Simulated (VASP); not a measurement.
Input:

```
BaF2
1.0
    0.00000     3.12703     3.12703
    3.12703     0.00000     3.12703
    3.12703     3.12703     0.00000
Ba F
1 2
Direct
  0.00000   0.00000   0.00000
  0.25000   0.25000   0.25000
  0.75000   0.75000   0.75000
```

All values below come from PBE GGA with D3 dispersion (zero damping), VASP's PBE PAW potentials (set 64) (plane waves; VASP). Run with 520 eV cut-off, 7×7×7 Γ-centred mesh, tetrahedra with Blöchl corrections, potentials Ba_sv F.

Question: Predict the energy per atom (σ→0).

Answer: 
```json
{
  "energy per atom (σ→0)": "-5.793 eV/atom"
}
```

Only differences to runs with the same potentials and settings are physical.

The compound is BaF2 in the fluorite structure. It was relaxed first.
